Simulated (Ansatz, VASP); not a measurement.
MnRh: VASP beside Ansatz

```xyz
2
Lattice="3.0326 0.0000 0.0000 0.0000 3.0326 0.0000 0.0000 0.0000 3.0326" Properties=species:S:1:pos:R:3 pbc="T T T"
Mn    0.0000    0.0000    0.0000
Rh    1.5163    1.5163    1.5163
```

Alike in both runs: task relaxation of cell and atoms; functional LDA; k mesh 14 × 14 × 14; occupations gaussian, width 0.1 eV; collinear spin.

|  | VASP | Ansatz |
| --- | --- | --- |
| version | VASP 6.6.1 | Ansatz 0.2.0 |
| potentials or method | VASP PAW LDA potentials, release 64 (Mn_pv, Rh_pv) | scalar-relativistic, plane waves, PAW |
| plane-wave cutoff (eV) | 600 | 420 |
| valence electrons in the cell | 28 | 32 |

Ansatz gave:

- gap on the k mesh at the Fermi level, each at its own relaxed structure (eV): none
- net moment per atom (μB): 1.99
- size of the moment on the site where the two differ most (μB): 3.21
- relaxed volume (Å³/atom): 12.89
- relaxed cell length with the largest relative difference (Å): 2.954
- energy change over the relaxation (meV/atom): -53

Q: Estimate VASP's values.

A: gap on the k mesh at the Fermi level, each at its own relaxed structure (eV): none; net moment per atom (μB): 1.96; size of the moment on the site where the two differ most (μB): 3.19; relaxed volume (Å³/atom): 12.88; relaxed cell length with the largest relative difference (Å): 2.953; energy change over the relaxation (meV/atom): -54.

Site moments also hang on the region over which each program counts them. A gap of «none» marks a metal or a gap that the smearing closes. The two sets of potentials don't hold the same shells in valence.

LDA usually gives volumes a few per cent too small. Zero-point motion and thermal expansion aren't in these numbers.
